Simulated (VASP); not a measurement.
Computed with PBEsol GGA, VASP's PBE PAW potentials (set 64) (plane waves; VASP).

The input files of a VASP run:

File KPOINTS:
```
Automatic mesh
0
Gamma
12 12 12
0 0 0
```

File POSCAR:
```
TiCo
1
    2.9296132060     0.0000000000    -0.0000000000
    0.0000000000     2.9296132060    -0.0000000000
    0.0000000000     0.0000000000     2.9296132060
Ti Co
1 1
Direct
  0.0000000000   0.0000000000   0.0000000000
  0.5000000000   0.5000000000   0.5000000000
```

### INCAR
```
SYSTEM = TiCo
PREC = Accurate
ENCUT = 500
EDIFF = 1E-6
NELM = 100
ALGO = Normal
LREAL = .FALSE.
LASPH = .TRUE.
ISMEAR = 1
SIGMA = 0.1
GGA = PS
LMAXMIX = 4
LWAVE = .FALSE.
LCHARG = .FALSE.
IBRION = 2
ISIF = 3
NSW = 40
EDIFFG = -0.02
```

POTCAR, in this order: Ti_sv Co (PBE.64 set). Program: vasp_std.

Output

**OUTCAR**
```
 ion  position               nearest neighbor table
   1  0.000  0.000  0.000-   2 2.54   2 2.54   2 2.54   2 2.54   2 2.54   2 2.54   2 2.54   2 2.54
  LATTYP: Found a simple cubic cell.
 ALAT       =     2.9296132060
 Subroutine PRICEL returns:
 Original cell was already a primitive cell.
 Subroutine GETGRP returns: Found 48 space group operations
The static configuration has the point symmetry O_h .
The dynamic configuration has the point symmetry O_h .
 Subroutine INISYM returns: Found 48 space group operations
 Subroutine IBZKPT returns following result:
 Found     84 irreducible k-points:

 Following reciprocal coordinates:
            Coordinates               Weight
  0.000000  0.000000  0.000000      1.000000
  0.083333  0.000000  0.000000      6.000000
  0.166667  0.000000  0.000000      6.000000
  0.250000  0.000000  0.000000      6.000000
  0.333333  0.000000  0.000000      6.000000
  0.416667  0.000000  0.000000      6.000000
  0.500000  0.000000  0.000000      3.000000
  0.083333  0.083333  0.000000     12.000000
  0.166667  0.083333  0.000000     24.000000
  0.250000  0.083333  0.000000     24.000000
...
```

File OSZICAR:
```
       N       E                     dE             d eps       ncg     rms          rms(c)
DAV:   1     0.148799605897E+03    0.14880E+03   -0.10310E+04  2360   0.185E+03
DAV:   2    -0.100796141199E+02   -0.15888E+03   -0.15604E+03  2382   0.409E+02
DAV:   3    -0.190976972366E+02   -0.90181E+01   -0.89458E+01  3622   0.107E+02
DAV:   4    -0.194013749951E+02   -0.30368E+00   -0.30259E+00  2946   0.159E+01
DAV:   5    -0.194120599345E+02   -0.10685E-01   -0.10683E-01  3444   0.273E+00    0.149E+01
DAV:   6    -0.179900849929E+02    0.14220E+01   -0.18859E+01  2520   0.661E+01    0.974E+00
DAV:   7    -0.187032442209E+02   -0.71316E+00   -0.27435E+01  3780   0.553E+01    0.185E+01
DAV:   8    -0.168903626747E+02    0.18129E+01   -0.12393E+01  3478   0.356E+01    0.173E+00
DAV:   9    -0.169013120810E+02   -0.10949E-01   -0.38103E-01  3464   0.638E+00    0.185E+00
DAV:  10    -0.168896160134E+02    0.11696E-01   -0.79787E-02  3422   0.364E+00    0.479E-01
DAV:  11    -0.168879276618E+02    0.16884E-02   -0.98402E-03  3174   0.118E+00    0.241E-01
DAV:  12    -0.168875472967E+02    0.38037E-03   -0.18267E-03  3694   0.429E-01    0.527E-02
DAV:  13    -0.168875112996E+02    0.35997E-04   -0.81741E-05  2794   0.935E-02    0.318E-02
DAV:  14    -0.168875039991E+02    0.73005E-05   -0.40692E-05  3404   0.620E-02    0.415E-03
DAV:  15    -0.168875041473E+02   -0.14818E-06   -0.93719E-07  1514   0.125E-02
   1 F= -.16887504E+02 E0= -.16887016E+02  d E =-.168875E+02
```

OUTCAR:
```
------------------------ aborting loop because EDIFF is reached ----------------------------------------
  FORCE on cell =-STRESS in cart. coord.  units (eV):
  Direction    XX          YY          ZZ          XY          YZ          ZX
  --------------------------------------------------------------------------------------
  Total        0.0046545      0.0046545      0.0046545      0.0000000      0.0000000     -0.0000000
  in kB        0.2965871      0.2965871      0.2965871      0.0000000      0.0000000     -0.0000000
  external PRESSURE =       0.2965871 kB  Pullay stress =       0.0000000 kB
  volume of cell :       25.14
      direct lattice vectors                 reciprocal lattice vectors
     2.929613206  0.000000000  0.000000000     0.341341989  0.000000000  0.000000000
     0.000000000  2.929613206  0.000000000     0.000000000  0.341341989  0.000000000
     0.000000000  0.000000000  2.929613206     0.000000000  0.000000000  0.341341989
 POSITION                                       TOTAL-FORCE (eV/Angst)
 -----------------------------------------------------------------------------------
      0.00000      0.00000      0.00000         0.000000      0.000000      0.000000
      1.46481      1.46481      1.46481         0.000000      0.000000      0.000000
 -----------------------------------------------------------------------------------
    total drift:                                0.000000      0.000000     -0.000000
  FREE ENERGIE OF THE ION-ELECTRON SYSTEM (eV)
  ---------------------------------------------------
  free  energy   TOTEN  =       -16.8875041473 eV

  energy  without entropy=      -16.8860384881  energy(sigma->0) =      -16.88701559

 reached required accuracy - stopping structural energy minimisation
```
(Selected blocks of OUTCAR.)

The compound is TiCo in the CsCl type structure. It was relaxed first, which changed the volume by -6 %. The run is not spin-polarised, so no magnetic state was tried. The electron count is odd and the run is not spin-polarised, which forces a metal.
